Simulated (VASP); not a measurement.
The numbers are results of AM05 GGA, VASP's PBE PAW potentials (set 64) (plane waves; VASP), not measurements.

The input files of a VASP run:

**INCAR**
```
ALGO=Normal
EDIFF=1E-7
EDIFFG=-0.01
ENCUT=520
GGA=AM
IBRION=2
ISIF=4
ISMEAR=1
LASPH=.TRUE.
LCHARG=.FALSE.
LMAXMIX=6
LREAL=.FALSE.
LWAVE=.FALSE.
NELM=100
NSW=30
PREC=Accurate
SIGMA=0.1
SYSTEM=Lu
```

**POSCAR**
```
Lu
1
    1.7151806290    -2.9707800768     0.0000000000
    1.7151806290     2.9707800768     0.0000000000
    0.0000000000     0.0000000000     5.3450537633
Lu
2
Direct
  0.3333330000   0.6666670000   0.2500000000
  0.6666670000   0.3333330000   0.7500000000
```

File KPOINTS:
```
Regular mesh
0
G
  12 12 7
```

POTCAR, in this order: Lu_3 (PBE.64 set). Program: vasp_std.

Task: Estimate the energy per atom (σ→0), band gap (on the k-mesh).

Result: 
| Item | Result |
|---|---|
| energy per atom (σ→0) | -4660 meV/atom |
| band gap (on the k-mesh) | none (metal, semimetal or under 0.01 eV) |

OSZICAR:
```
...
   1 F= -.93202334E+01 E0= -.93197182E+01  d E =-.932023E+01
       N       E                     dE             d eps       ncg     rms          rms(c)
DAV:   1    -0.932038865591E+01   -0.15516E-03   -0.50795E-03  3144   0.103E+00    0.547E-02
DAV:   2    -0.932031538383E+01    0.73272E-04   -0.15596E-04  3339   0.179E-01    0.310E-02
DAV:   3    -0.932028002790E+01    0.35356E-04   -0.39871E-05  3782   0.830E-02    0.176E-02
DAV:   4    -0.932027980122E+01    0.22668E-06   -0.48353E-06  3235   0.208E-02    0.631E-03
DAV:   5    -0.932027976046E+01    0.40764E-07   -0.10663E-07  1746   0.791E-03
   2 F= -.93202798E+01 E0= -.93197475E+01  d E =-.463351E-04
```

The compound is Lu in the hcp structure. This cell is one point of a volume scan, at 0.97 of the reference volume. Symmetry was kept, so distortions that lower it aren't found.
